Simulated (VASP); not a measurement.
```
La2O3
1.0
    1.94160    -3.36295     0.00000
    1.94160     3.36295     0.00000
    0.00000     0.00000     5.94746
La O
2 3
Direct
  0.33333   0.66667   0.24385
  0.66667   0.33333   0.75615
  0.00000   0.00000   0.00000
  0.33333   0.66667   0.64645
  0.66667   0.33333   0.35355
```

These are LDA (Ceperley-Alder, Perdew-Zunger) with spin-orbit coupling, VASP's LDA PAW potentials (set 64) (plane waves; VASP 6.6.1) values and carry that method's errors. Run with 520 eV cut-off, 6×6×4 Γ-centred mesh, Gaussian smearing of 0.050 eV, potentials La O.

The path is coarsely sampled, so an indirect gap can come out somewhat too large.

Problem. Predict the energy per atom (σ→0), band gap (over mesh and band path) with the smallest direct gap where there is one.

Solution. 
| Item | Result |
|---|---|
| band gap (over mesh and band path) | 3.70 eV |
| smallest direct gap (over mesh and band path) | 3.78 eV |
| energy per atom (σ→0) | -9.299 eV/atom |

Only differences to runs with the same potentials and settings are physical.

The compound is La2O3 in the a-type structure. It was relaxed first, which changed the volume by -6 %.
